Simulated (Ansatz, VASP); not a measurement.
# Cross-check of SbAs between VASP and Ansatz

Wanted: the spread between two codes on one cell, functional and k mesh. The cell is generated by rule, not measured, and may not be a known phase. The cell is taken from a series of runs on this material, whose earlier steps may have relaxed, scaled, displaced or heated it; both programs get it as it stands.

Main program and level: Ansatz 0.2.0; plane waves, with VASP 6.6.1 beside it; single point at PBEsol.

## Step 1: Set-up

It takes space group R3m (No. 160, trigonal). Conventional cell: a = 4.075 Å, b = 4.075 Å, c = 9.981 Å, α = 90.00°, β = 90.00°, γ = 120.00°. Nearest to Sb lie 6 As at 2.76 to 3.02 Å. As has 6 Sb at 2.76 to 3.02 Å nearest. Farther neighbours are not listed.

As a file:

```
Sb As
1.0
     0.00000    2.88131    2.88131
     2.88131    0.00000    2.88131
     2.88131    2.88131    0.00000
Sb As
1 1
Cartesian
  5.7129 2.9310 2.9310
  2.9621 2.8005 2.8005
```

## Step 2: VASP: single point, PBEsol, pair 1

A single point gives forces, pressure and levels at one fixed geometry, so differences don't come from the geometry; what else differs is listed under the comparison.

Lines of VASP's logs that name or quote its potential files are left out, and so is its time.

INCAR reads:

```
SYSTEM = SbAs
PREC = Accurate
ENCUT = 500
EDIFF = 1E-06
NELM = 120
ISMEAR = 1
SIGMA = 0.2
LREAL = .FALSE.
ALGO = Normal
GGA = PS
NBANDS = 11
LORBIT = 11
LWAVE = .FALSE.
LCHARG = .FALSE.
ISIF = 2
LASPH = .TRUE.
GGA_COMPAT = .FALSE.
KPAR = 2
```

POSCAR reads:

```
SbAs
1.0
    0.0000000000      2.8813061903      2.8813061903
    2.8813061903      0.0000000000      2.8813061903
    2.8813061903      2.8813061903      0.0000000000
Sb As
1 1
Direct
    0.0258923596      0.9913692135      0.9913692135
    0.4579206275      0.5140264575      0.5140264575
```

KPOINTS reads:

```
Automatic mesh
0
Gamma
12 12 12
0 0 0
```

PAW data sets: Sb and As (PBE family, release 64).

Launch:

```console
> mpirun -np 2 vasp_std
```

Numbers of over 12 decimals in the logs are rounded to 6 here.

The program printed:

```text
[banner, memory and clock lines left out]
running    2 mpi-ranks, on    1 nodes
 distrk:  each k-point on    1 cores,    2 groups
 distr:  one band on    1 cores,    1 groups

 POSCAR found type information on POSCAR SbAs
 POSCAR found :  2 types and       2 ions
|                                                                             |
|               ----> ADVICE to this user running VASP <----                  |
|                                                                             |
|     You enforced a specific xc type in the INCAR file but a different       |
|     [... a line on the potential file left out ...]
|     I HOPE YOU KNOW WHAT YOU ARE DOING!                                     |
|                                                                             |

 LDA part: xc-table for (Slater+PW92), standard interpolation
 POSCAR, INCAR and KPOINTS ok, starting setup
 FFT: planning ... GRIDC
 FFT: planning ... GRID_SOFT
 FFT: planning ... GRID
 WAVECAR not read
 entering main loop
       N       E                     dE             d eps       ncg     rms          rms(c)
DAV:   1     0.270390934733E+02    0.27039E+02   -0.36943E+03  4158   0.689E+02
DAV:   2    -0.817105983789E+01   -0.35210E+02   -0.34153E+02  5668   0.112E+02
DAV:   3    -0.972439464434E+01   -0.15533E+01   -0.15425E+01  5067   0.249E+01
DAV:   4    -0.973611070136E+01   -0.11716E-01   -0.11712E-01  4699   0.249E+00
DAV:   5    -0.973619653669E+01   -0.85835E-04   -0.85834E-04  4881   0.237E-01    0.318E+00
DAV:   6    -0.967052370307E+01    0.65673E-01   -0.22923E-01  4434   0.166E+00    0.192E+00
DAV:   7    -0.966601950230E+01    0.45042E-02   -0.28775E-02  4872   0.830E-01    0.693E-01
DAV:   8    -0.966479981389E+01    0.12197E-02   -0.32908E-03  4434   0.275E-01    0.849E-02
DAV:   9    -0.966477352101E+01    0.26293E-04   -0.53028E-04  4578   0.119E-01    0.480E-02
DAV:  10    -0.966477312727E+01    0.39374E-06   -0.25119E-05  4914   0.330E-02    0.228E-02
DAV:  11    -0.966477190516E+01    0.12221E-05   -0.14084E-05  4536   0.155E-02    0.351E-03
DAV:  12    -0.966477175248E+01    0.15268E-06   -0.98973E-07  2427   0.625E-03
   1 F= -.96647718E+01 E0= -.96655090E+01  d E =0.221189E-02
```

Parts of OUTCAR (step 2):

```text
ion  position               nearest neighbor table
   1  0.026  0.991  0.991-   2 2.76   2 2.76   2 2.76   2 3.02   2 3.02   2 3.02
   2  0.458  0.514  0.514-   1 2.76   1 2.76   1 2.76   1 3.02   1 3.02   1 3.02

  LATTYP: Found a face centered cubic cell.
 ALAT       =     5.7626123806

 Subroutine GETGRP returns: Found  6 space group operations
 (whereof  6 operations were pure point group operations)

The static configuration has the point symmetry C_3v.

 Found    189 irreducible k-points:

   k-points           NKPTS =    189   k-points in BZ     NKDIM =    189   number of bands    NBANDS=     11

   dimension x,y,z NGX =    30 NGY =   30 NGZ =   30
   dimension x,y,z NGXF=    60 NGYF=   60 NGZF=   60

   ENCUT  =  500.0 eV  36.75 Ry    6.06 a.u.   7.43  7.43  7.43*2*pi/ulx,y,z

   NELECT =      10.0000    total number of electrons

 k-points in reciprocal lattice and weights: Automatic mesh
   0.00000000  0.00000000  0.00000000       0.001
   0.08333333  0.00000000  0.00000000       0.001
   0.00000000  0.08333333  0.00000000       0.003
   0.16666667  0.00000000  0.00000000       0.001
   0.00000000  0.16666667  0.00000000       0.003
   0.25000000  0.00000000  0.00000000       0.001
   0.00000000  0.25000000  0.00000000       0.003
   0.33333333  0.00000000  0.00000000       0.001
   0.00000000  0.33333333  0.00000000       0.003
[...]
-0.33333333  0.50000000  0.16666667       0.007
  -0.25000000  0.50000000  0.25000000       0.003

 average (electrostatic) potential at core
       1 -85.7918       2 -47.6558

 E-fermi :   7.0744

 k-point     1 :       0.0000    0.0000    0.0000
  band No.  band energies     occupation
      1      -6.9590      2.00000
      2       2.3251      2.00000
      3       5.0682      2.00000
      4       5.0682      2.00000
      5       5.2916      2.00000
      6      10.2147     -0.00000
      7      10.6525     -0.00000
      8      10.6525     -0.00000
      9      12.4201      0.00000
     10      12.4201      0.00000
    ...

 k-point     2 :       0.0833    0.0000    0.0000
  band No.  band energies     occupation
      1      -6.8762      2.00000
      2       1.8841      2.00000
      3       5.0777      2.00000
      4       5.0777      2.00000
      5       5.5452      2.00000
      6      10.0162     -0.00000
      7      10.2824     -0.00000
      8      10.2824     -0.00000
      9      12.5381      0.00000
     10      12.5381      0.00000
    ...

 k-point     3 :       0.0000    0.0833    0.0000
  band No.  band energies     occupation
      1      -6.8737      2.00000
      2       1.8472      2.00000
      3       5.0699      2.00000
      4       5.2405      2.00000
      5       5.4188      2.00000
      6       9.9897     -0.00000
      7      10.3340     -0.00000
      8      10.3947     -0.00000
      9      12.2360      0.00000
     10      12.4785      0.00000
    ...

  Total        0.5253847      0.5253847      0.5253847     -0.1870908      0.1870908     -0.1870908
  in kB       17.5950213     17.5950213     17.5950213     -6.2656300      6.2656300     -6.2656300
  external PRESSURE =      17.5950213 kB  Pullay stress =       0.0000000 kB

  energy-cutoff  :      500.00
  volume of cell :       47.84
      direct lattice vectors                 reciprocal lattice vectors
     0.000000000  2.881306190  2.881306190    -0.173532408  0.173532408  0.173532408
     2.881306190  0.000000000  2.881306190     0.173532408 -0.173532408  0.173532408
     2.881306190  2.881306190  0.000000000     0.173532408  0.173532408 -0.173532408

 POSITION                                       TOTAL-FORCE (eV/Angst)
 -----------------------------------------------------------------------------------
      5.71288      2.93104      2.93104        -0.073598      0.073598      0.073598
      2.96214      2.80048      2.80048         0.073598     -0.073598     -0.073598
 -----------------------------------------------------------------------------------
    total drift:                                0.000183     -0.000183     -0.000183

  FREE ENERGIE OF THE ION-ELECTRON SYSTEM (eV)
  ---------------------------------------------------
  free  energy   TOTEN  =        -9.6647717525 eV

  energy  without entropy=       -9.6669836391  energy(sigma->0) =       -9.66550905

 total charge
# of ion       s       p       d       tot
------------------------------------------
    1        1.231   1.095   0.051   2.376
    2        1.290   1.393   0.042   2.725
--------------------------------------------------
tot          2.521   2.488   0.093   5.102

[... 3 further parts left out ...]
```

The run ends at a pressure of 1.76 GPa, with forces up to 0.13 eV/Å.

## Step 3: Ansatz: single point, PBEsol, pair 1

Ansatz runs on its default PAW (the set named soft_2) files.

The same cell, functional, mesh and smearing now go to Ansatz, which takes its cutoff from its data sets.

input.yaml reads:

```yaml
crystal:
  lattice:
    - [0.0, 2.8813061903, 2.8813061903]
    - [2.8813061903, 0.0, 2.8813061903]
    - [2.8813061903, 2.8813061903, 0.0]
  atoms:
    - { symbol: Sb, position: [0.0258923596, -0.0086307865, -0.0086307865] }
    - { symbol: As, position: [0.4579206275, 0.5140264575, 0.5140264575] }
kpoints:
  mp_grid: { grid: [12, 12, 12] }
hamiltonian:
  xc: pbesol
scf:
  occupations: { method: methfessel_paxton, width: 0.2 }
output:
  forces: true
  stress: true
  eigenvalues: true
```

Launch:

```console
> ansatz run input.yaml --threads 4 --pin off --max-ram 7168MiB --backend cpu --events-out ev --progress --plain --runs-dir out
```

The program printed:

```text
Engine: ansatz 0.2.0, aarch64-unknown-linux-gnu
Pseudopotentials: kind: paw
Pseudopotential: Sb, paw, valence charge 15, recommended cutoff 420 eV (normal), Sb.paw.azcp
Pseudopotential: As, paw, valence charge 15, recommended cutoff 420 eV (normal), As.paw.azcp
Functional definition: PBEsol
  exchange = pbesol_x
  correlation = pbesol_c
Crystal: 2 atoms, lattice volume = 47.841 Å³
Basis set: ecut = 420 eV, 941 PW (Γ), exchange–correlation on 60×60×60 points (8 copies of the dense FFT grid, shifted against one another)
Bands: 19, of which v1, the nominal top of the filled ones, is band 15 counted from 1 (14 counted from 0)
Symmetry: 6 space group operations
Space group: R3m (ITA 160), of the structure as read, at distance tolerance 3.6e-5 Å
k-points: 189 of 1728 (time reversal used)
Non-local potential: Sb, projectors of the file, l = 0: 2, l = 1: 2, l = 2: 2, l = 3: 2
Non-local potential: As, projectors of the file, l = 0: 2, l = 1: 2, l = 2: 3, l = 3: 1
PAW form: soft (Blöchl's): semilocal exchange-correlation on the pseudo side does not see the compensation charge
PAW frozen core: Sb, regenerated for the run's functional, and the local potential with it (the file was generated under x = pbe(κ = 0.804, μ = 0.219515), c = pbe(β = 0.066725))
PAW frozen core: As, regenerated for the run's functional, and the local potential with it (the file was generated under x = pbe(κ = 0.804, μ = 0.219515), c = pbe(β = 0.066725))
PAW one-centre angular grid: Sb, 590 points (default); XC on 64 Gauss nodes
PAW one-centre angular grid: As, 590 points (default); XC on 64 Gauss nodes
Initial density: superposition of atomic densities (neutral atoms: chi_scale 0, normalization atom), corrected by the library's trained network
Initial wavefunctions: pseudopotential atomic-orbital guess
Functional: x = pbesol(κ = 0.804, μ = 0.123457), c = pbesol(β = 0.046)
SCF iter   1: F=—  HF=-11221.103012 eV  |F-HF|=—  |Δ(HF+E_count)|=         —  Δρ=3.42e-3  dr2=8.37e-3  ethr=1.77e-3  ⟨swp⟩=5.2  Hψ=16746  notcnv=0
preconditioner: auto → none  [insulator: Δε(μ)=0.173 eV  Ē_g=9.604 eV  σ=0.200 eV  W_gap=0.66  n_scr=14 (ndim 8)  ℏωp=17.0 eV  f_vac=0.000  D(μ)=0.20/eV (n_scr^D=0)  ε∞_Penn≈4.1]
SCF iter   2: F=—  HF=-11221.099751 eV  |F-HF|=—  |Δ(HF+E_count)|=   3.26e-3  S|Δr|=    0.00e0  Δρ=1.68e-3  dr2=1.85e-3  ethr=2.79e-5  ⟨swp⟩=2.5  Hψ=7948  notcnv=0
SCF iter   3: F=—  HF=-11221.099380 eV  |F-HF|=—  |Δ(HF+E_count)|=   3.71e-4  S|Δr|=    0.00e0  Δρ=5.19e-4  dr2=2.21e-4  ethr=6.17e-6  ⟨swp⟩=2.5  Hψ=5427  notcnv=0
SCF iter   4: F=—  HF=-11221.099325 eV  |F-HF|=—  |Δ(HF+E_count)|=   5.58e-5  S|Δr|=    0.00e0  Δρ=1.34e-4  dr2=8.17e-6  ethr=7.38e-7  ⟨swp⟩=2.0  Hψ=4944  notcnv=0
SCF iter   5: F=—  HF=-11221.099325 eV  |F-HF|=—  |Δ(HF+E_count)|=   4.71e-7  S|Δr|=    0.00e0  Δρ=3.43e-5  dr2=2.59e-7  ethr=2.72e-8  ⟨swp⟩=2.0  Hψ=5501  notcnv=0
SCF iter   6: F=-11221.099325 eV  HF=-11221.099325 eV  |F-HF|=6.32e-8  |Δ(HF+E_count)|=   2.05e-7  S|Δr|=    0.00e0  Δρ=1.43e-5  dr2=3.71e-8  ethr=3.33e-10  ⟨swp⟩=6.4  Hψ=16918  notcnv=0
SCF 1 converged in 6 iterations: F = -11221.099325 eV  dr2 = 3.71e-8
  greatest PAW one-centre occupation: 0.999 electrons in one spin orbital (limit 2), on the As atom at site 1 (counted from 0), in its partial waves of l = 2
SCF converged after 6 iterations
Stability not checked: this state was not tested for a lower state beside it, because cold or Methfessel-Paxton smearing, or corrected tetrahedra, fill the levels in a way that the test cannot read (fill_not_monotonic; see scf.lower_state_search)
Free energy (F): -11221.099325 eV
Harris-Foulkes:  -11221.099325 eV  (|F-HF|=6.32e-8)
Internal energy: -11221.101555 eV  (E = F + TS)
E sigma→0 (E₀):  -11221.099883 eV
Entropy (-TS):   0.002230 eV (1.115 meV/atom)
Fermi energy:    11.215266 eV
--- Per-component energies (eV) ---
  E_band       = -373.495680
  E_kinetic    = 311.115429
  E_local      = -3132.292154  (includes V_loc(G=0)·N_el)
  E_nonlocal   = -304.385800
  E_hartree    = 1595.285961
  E_xc         = -216.952276
  E_vxc        = -176.833789  (∫ρ·V_xc dr)
  E_paw        = -6291.896022  (= ΣΔE_a)
  E_vpaw       = -261.671207  (= ΣTr[D̂ρ^β])
  E_aug_tail   = 0.000005  (compensation charges beyond the density's cutoff)
  E_ewald      = -3183.274985
  E_core_change = 1.298286  (= ΣΔE_core)
  E_smearing   = 0.002230  (= −TS)
  E_closure    = -0.000000  (closes the sum)
  Σ components = -11221.099325   (vs F -11221.099325, Δ=0.00e0)
--- Forces (eV/Å), atoms counted from 1 ---
  atom   1  Sb    -0.09461128     0.09461128     0.09461128
  atom   2  As     0.09460727    -0.09460727    -0.09460727
  max |Σ_I F_I| component: 4.00e-6 eV/Å
--- Stress (GPa, compression-positive) ---
        1.544293      -0.646439      -0.646439
       -0.646439       1.544293       0.646439
       -0.646439       0.646439       1.544293
  P = ⅓ Tr σ = 1.5443 GPa (15.443 kbar)
--- Band table (eV; the first three rows and the last of 189) ---
  k-point 0: bands = [... 11 lower, 6.4400, 9.2155, 9.2155, 9.4363, 14.3707, 14.7984, 14.7984, 16.6162]
  k-point 1: bands = [... 11 lower, 5.9681, 9.2175, 9.3855, 9.5608, 14.1431, 14.4785, 14.5372, 16.4250]
  k-point 2: bands = [... 11 lower, 4.9443, 9.2326, 9.4312, 10.0246, 13.5553, 13.7289, 13.8962, 16.3733]
  k-point 188: bands = [... 11 lower, 1.3102, 9.8055, 9.8055, 10.6215, 11.1037, 11.1037, 12.1655, 19.8021]
```

The column dr2 measures how far the density is from self-consistency, as an energy; F and HF (Harris–Foulkes) agree once it is small.

The run ends at a pressure of 1.54 GPa, with forces up to 0.16 eV/Å.

## Step 4: Differences

Known differences besides the potentials themselves: the data sets hold 30 valence electrons in Ansatz (on its default PAW (the set named soft_2) files) and 10 in VASP; the cutoff is 420 eV in Ansatz and 500 eV in VASP; Ansatz makes its cores anew for this functional, VASP keeps those of its PBE data sets. Total energies have different zeros and are not compared.

Both answers:

```csv
quantity,Ansatz,VASP,difference
pressure (GPa),1.54,1.76,-0.22
```

Forces (eV/Å; atoms numbered as in POSCAR):

```csv
atom,"Ansatz x, y, z","VASP x, y, z"
Sb1,"-0.095, 0.095, 0.095","-0.074, 0.074, 0.074"
As2,"0.095, -0.095, -0.095","0.074, -0.074, -0.074"
```

The forces differ by 21 meV/Å r.m.s., which is 28.5 % of the r.m.s. force of 0.074 eV/Å (both taken over all components).

## Step 5: Other set-ups

Further runs change the set-up of one program: Ansatz's method, potentials or start, or VASP's data sets, cutoff or form of LDA. The table gives Ansatz less VASP for each quantity, since a change that brings one quantity closer may part another.

```csv
run,r.m.s. force difference (meV/Å),pressure (GPa)
as above,21,-0.22
VASP with the data sets Sb_d_GW and As_d and a cutoff of 600 eV,0.65,0.040
```

## Step 6: Ansatz: single point, PBEsol, pair 2

A single point gives forces, pressure and levels at one fixed geometry, so differences don't come from the geometry; what else differs is listed under the comparison.

The cell is taken from a series of runs on this material, whose earlier steps may have relaxed, scaled, displaced or heated it; both programs get it as it stands.

input.yaml, the sections that differ from step 3:

```yaml
crystal:
  lattice:
    - [0.0, 2.8813061903, 2.8813061903]
    - [2.8813061903, 0.0, 2.8813061903]
    - [2.8813061903, 2.8813061903, 0.0]
  atoms:
    - { symbol: Sb, position: [0.0406879937, -0.0135626646, -0.0135626646] }
    - { symbol: As, position: [0.4338752718, 0.5220415761, 0.5220415761] }
# kpoints, hamiltonian, scf, output: as in step 3
```

The program printed:

```text
[...]
Crystal: 2 atoms, lattice volume = 47.841 Å³
Basis set: ecut = 420 eV, 941 PW (Γ), exchange–correlation on 60×60×60 points (8 copies of the dense FFT grid, shifted against one another)
Bands: 19, of which v1, the nominal top of the filled ones, is band 15 counted from 1 (14 counted from 0)
Symmetry: 6 space group operations
[...]
k-points: 189 of 1728 (time reversal used)
[...]
--- Band table (eV; the first three rows and the last of 189) ---
  k-point 0: bands = [... 11 lower, 6.5163, 9.0929, 9.0929, 9.6341, 13.8378, 14.6241, 14.6241, 16.8320]
  k-point 1: bands = [... 11 lower, 6.0174, 9.0815, 9.3426, 9.6828, 13.7332, 14.4228, 14.4324, 16.5359]
  k-point 2: bands = [... 11 lower, 4.9603, 9.0578, 9.4995, 10.0048, 13.3739, 13.8533, 13.9436, 16.3193]
  k-point 188: bands = [... 11 lower, 1.7312, 9.5090, 9.5090, 10.2861, 11.3140, 11.3140, 12.4677, 19.4432]
[key lines of the parts left out:]
SCF converged after 6 iterations
Free energy (F): -11221.083268 eV
Fermi energy:    11.264444 eV
P = ⅓ Tr σ = 3.3573 GPa (33.573 kbar)
```

The run ends at a pressure of 3.36 GPa, with forces up to 0.46 eV/Å.

## Step 7: VASP: single point, PBEsol, pair 2

The same cell, functional, mesh and smearing now go to VASP, with its own data sets.

INCAR is that of step 2.

POSCAR reads:

```
SbAs
1.0
    0.0000000000      2.8813061903      2.8813061903
    2.8813061903      0.0000000000      2.8813061903
    2.8813061903      2.8813061903      0.0000000000
Sb As
1 1
Direct
    0.0406879937      0.9864373354      0.9864373354
    0.4338752718      0.5220415760      0.5220415760
```

KPOINTS is that of step 2.

Launch:

```console
> mpirun -np 2 vasp_std
```

The program printed:

```text
[banner, memory and clock lines left out]
running    2 mpi-ranks, on    1 nodes
[...]
[... a notice as in an earlier step ...]

 LDA part: xc-table for (Slater+PW92), standard interpolation
 POSCAR, INCAR and KPOINTS ok, starting setup
[...]
entering main loop
       N       E                     dE             d eps       ncg     rms          rms(c)
DAV:   1     0.275006066627E+02    0.27501E+02   -0.37003E+03  4158   0.690E+02
DAV:   2    -0.810821479630E+01   -0.35609E+02   -0.34626E+02  5554   0.113E+02
DAV:   3    -0.970684050181E+01   -0.15986E+01   -0.15872E+01  5058   0.254E+01
DAV:   4    -0.971909294026E+01   -0.12252E-01   -0.12249E-01  4662   0.256E+00
[...]
DAV:  10    -0.964275645572E+01    0.15279E-05   -0.25532E-05  4848   0.327E-02    0.206E-02
DAV:  11    -0.964275534744E+01    0.11083E-05   -0.12280E-05  4575   0.148E-02    0.450E-03
DAV:  12    -0.964275511349E+01    0.23395E-06   -0.84119E-07  2349   0.594E-03
   1 F= -.96427551E+01 E0= -.96433390E+01  d E =0.175165E-02
```

Parts of OUTCAR (step 7):

```text
  Total        1.0918997      1.0918997      1.0918997     -0.2520949      0.2520949     -0.2520949
  in kB       36.5674847     36.5674847     36.5674847     -8.4426027      8.4426027     -8.4426027
  external PRESSURE =      36.5674847 kB  Pullay stress =       0.0000000 kB

 POSITION                                       TOTAL-FORCE (eV/Angst)
 -----------------------------------------------------------------------------------
      5.68446      2.95946      2.95946         0.299022     -0.299022     -0.299022
      3.00832      2.75429      2.75429        -0.299022      0.299022      0.299022
 -----------------------------------------------------------------------------------
    total drift:                                0.000287     -0.000286     -0.000286

  FREE ENERGIE OF THE ION-ELECTRON SYSTEM (eV)
  ---------------------------------------------------
  free  energy   TOTEN  =        -9.6427551135 eV

  energy  without entropy=       -9.6445067684  energy(sigma->0) =       -9.64333900

[... 2 parts as in an earlier step ...]

[... 1 further part left out ...]
[key lines of the parts left out:]
E-fermi :   7.1230
```

The run ends at a pressure of 3.66 GPa, with forces up to 0.52 eV/Å.

## Step 8: Comparison

What differs besides the data sets and the points named for the pairs above, as far as they apply: the data sets hold 30 valence electrons in Ansatz (on its default PAW (the set named soft_2) files) and 10 in VASP. Total energies have different zeros and are not compared.

Both answers:

```csv
quantity,Ansatz,VASP,difference
pressure (GPa),3.36,3.66,-0.30
```

Forces (eV/Å; atoms numbered as in POSCAR):

```csv
atom,"Ansatz x, y, z","VASP x, y, z"
Sb1,"0.266, -0.266, -0.266","0.299, -0.299, -0.299"
As2,"-0.266, 0.266, 0.266","-0.299, 0.299, 0.299"
```

The forces differ by 33 meV/Å r.m.s., which is 10.9 % of the r.m.s. force of 0.299 eV/Å (both taken over all components).

(Continued in part 2 of 2.)

[Lines on the potential files, build, host, timing and source positions are cut from VASP's logs without a mark.]

[Logs are printed without paths, hosts, clocks, repeated set-up lines and the standing remarks that a program may print on its own settings, such as how far it seeks lower states.]

[Hosts, paths, dates, database ids (printed as entryN), source tags and the programs' standing remarks are cut or masked in the printed files.]
